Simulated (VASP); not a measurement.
Calculation: PBE GGA, VASP's PBE PAW potentials (set 64) (plane waves; VASP 6.6.1).

VASP ran on this input.

### KPOINTS
```
Automatic mesh
0
Gamma
13 13 13
0 0 0
```

### POSCAR
```
Li
1
   -1.7450000000     1.7450000000     1.7450000000
    1.7450000000    -1.7450000000     1.7450000000
    1.7450000000     1.7450000000    -1.7450000000
Li
1
Direct
  0.0000000000   0.0000000000   0.0000000000
```

### INCAR
```
! general
SYSTEM=Li
PREC  =Accurate
ENCUT =530
LREAL =.False.
LASPH =.True.

! electronic loop
EDIFF =1E-6
NELM  =100
ALGO  =Normal

! smearing
ISMEAR=1
SIGMA =0.1

! functional
GGA   =PE

! ions
IBRION=2
NSW   =60
ISIF  =3
EDIFFG=-0.01

! output
LWAVE =.False.
LCHARG=.False.
```

POTCAR, in this order: Li_sv (PBE.64 set). Program: vasp_std.

Output of the run:

OUTCAR:
```
 ion  position               nearest neighbor table
   1  0.000  0.000  0.000-
  LATTYP: Found a body centered cubic cell.
 ALAT       =     3.4900000000
 Subroutine PRICEL returns:
 Original cell was already a primitive cell.
 Subroutine GETGRP returns: Found 48 space group operations
The static configuration has the point symmetry O_h .
The dynamic configuration has the point symmetry O_h .
 Subroutine INISYM returns: Found 48 space group operations
 Subroutine IBZKPT returns following result:
 Found     84 irreducible k-points:

 Following reciprocal coordinates:
            Coordinates               Weight
  0.000000  0.000000  0.000000      1.000000
  0.076923  0.000000  0.000000     12.000000
  0.153846  0.000000  0.000000     12.000000
  0.230769  0.000000  0.000000     12.000000
  0.307692  0.000000  0.000000     12.000000
  0.384615  0.000000  0.000000     12.000000
  0.461538  0.000000  0.000000     12.000000
  0.076923  0.076923  0.000000     24.000000
  0.153846  0.076923 -0.000000     48.000000
  0.230769  0.076923  0.000000     48.000000
  0.307692  0.076923 -0.000000     48.000000
  0.384615  0.076923  0.000000     48.000000
  0.461538  0.076923  0.000000     24.000000
  0.153846  0.153846  0.000000     24.000000
  0.230769  0.153846  0.000000     48.000000
  0.307692  0.153846  0.000000     48.000000
  0.384615  0.153846  0.000000     48.000000
  0.230769  0.230769  0.000000     24.000000
  0.307692  0.230769  0.000000     48.000000
  0.384615  0.230769  0.000000     24.000000
  0.307692  0.307692  0.000000     24.000000
  0.076923  0.076923  0.076923      8.000000
  0.153846  0.076923  0.076923     24.000000
  0.230769  0.076923  0.076923     24.000000
  0.307692  0.076923  0.076923     24.000000
...
```

OSZICAR:
```
       N       E                     dE             d eps       ncg     rms          rms(c)
DAV:   1     0.808335317324E+00    0.80834E+00   -0.74078E+02   850   0.431E+02
DAV:   2    -0.180085434886E+01   -0.26092E+01   -0.24007E+01  1215   0.609E+01
DAV:   3    -0.190266019823E+01   -0.10181E+00   -0.10175E+00  1040   0.911E+00
DAV:   4    -0.190532325004E+01   -0.26631E-02   -0.26608E-02  1100   0.134E+00
DAV:   5    -0.190535843506E+01   -0.35185E-04   -0.35185E-04  1080   0.129E-01    0.242E-01
DAV:   6    -0.190420178020E+01    0.11567E-02   -0.27867E-04  1385   0.112E-01    0.138E-01
DAV:   7    -0.190363053712E+01    0.57124E-03   -0.69540E-04  1525   0.168E-01    0.277E-02
DAV:   8    -0.190363145264E+01   -0.91552E-06   -0.16806E-05   870   0.381E-02    0.237E-03
DAV:   9    -0.190362894390E+01    0.25087E-05   -0.67753E-07   690   0.121E-02    0.446E-04
DAV:  10    -0.190362805541E+01    0.88849E-06   -0.75125E-08   455   0.423E-03
   1 F= -.19036281E+01 E0= -.19036249E+01  d E =-.190363E+01
       N       E                     dE             d eps       ncg     rms          rms(c)
DAV:   1    -0.190493070207E+01   -0.13018E-02   -0.11784E-02  1185   0.118E+00    0.226E-01
DAV:   2    -0.190488432972E+01    0.46372E-04   -0.25135E-03  1050   0.435E-01    0.162E-01
DAV:   3    -0.190468844773E+01    0.19588E-03   -0.76399E-04  1560   0.187E-01    0.863E-02
DAV:   4    -0.190466345256E+01    0.24995E-04   -0.10120E-04  1505   0.887E-02    0.560E-03
DAV:   5    -0.190466697513E+01   -0.35226E-05   -0.41244E-06   735   0.211E-02    0.286E-03
DAV:   6    -0.190466917978E+01   -0.22047E-05   -0.46277E-07   425   0.745E-03    0.172E-04
DAV:   7    -0.190466906478E+01    0.11500E-06   -0.11893E-07   425   0.502E-03
   2 F= -.19046691E+01 E0= -.19046664E+01  d E =-.104101E-02
       N       E                     dE             d eps       ncg     rms          rms(c)
DAV:   1    -0.190796073548E+01   -0.32916E-02   -0.10794E-01  1130   0.373E+00    0.672E-01
DAV:   2    -0.190793955007E+01    0.21185E-04   -0.27141E-02  1045   0.146E+00    0.498E-01
DAV:   3    -0.190659354737E+01    0.13460E-02   -0.83706E-03  1605   0.622E-01    0.337E-01
DAV:   4    -0.190600703655E+01    0.58651E-03   -0.13352E-03  1585   0.305E-01    0.133E-02
DAV:   5    -0.190602606715E+01   -0.19031E-04   -0.27326E-05   860   0.666E-02    0.804E-03
DAV:   6    -0.190603389874E+01   -0.78316E-05   -0.44084E-06   995   0.193E-02    0.648E-04
DAV:   7    -0.190603372169E+01    0.17704E-06   -0.21883E-07   430   0.577E-03
   3 F= -.19060337E+01 E0= -.19060329E+01  d E =-.240567E-02
```

OUTCAR:
```
------------------------ aborting loop because EDIFF is reached ----------------------------------------
  FORCE on cell =-STRESS in cart. coord.  units (eV):
  Direction    XX          YY          ZZ          XY          YZ          ZX
  --------------------------------------------------------------------------------------
  Total        0.0003646      0.0003646      0.0003646     -0.0000000      0.0000000      0.0000000
  in kB        0.0289760      0.0289760      0.0289760     -0.0000000      0.0000000      0.0000000
  external PRESSURE =       0.0289760 kB  Pullay stress =       0.0000000 kB
  volume of cell :       20.16
      direct lattice vectors                 reciprocal lattice vectors
    -1.714551246  1.714551246  1.714551246     0.000000000  0.291621496  0.291621496
     1.714551246 -1.714551246  1.714551246     0.291621496  0.000000000  0.291621496
     1.714551246  1.714551246 -1.714551246     0.291621496  0.291621496  0.000000000
 POSITION                                       TOTAL-FORCE (eV/Angst)
 -----------------------------------------------------------------------------------
      0.00000      0.00000      0.00000        -0.000000      0.000000     -0.000000
 -----------------------------------------------------------------------------------
    total drift:                               -0.000000      0.000000     -0.000000
  FREE ENERGIE OF THE ION-ELECTRON SYSTEM (eV)
  ---------------------------------------------------
  free  energy   TOTEN  =        -1.9060337217 eV

  energy  without entropy=       -1.9060312003  energy(sigma->0) =       -1.90603288

 reached required accuracy - stopping structural energy minimisation
```
(Selected blocks of OUTCAR.)

File CONTCAR:
```
Li
   1.00000000000000
    -1.7145512457218410    1.7145512457218410    1.7145512457218410
     1.7145512457218410   -1.7145512457218410    1.7145512457218410
     1.7145512457218410    1.7145512457218410   -1.7145512457218410
  Li
     1
Direct
     0.0000000000000000    0.0000000000000000    0.0000000000000000
```

Energy and stress use the plane-wave basis of the starting cell.

The compound is Li in the bcc structure. This run relaxes it. Symmetry was kept, so distortions that lower it aren't found.
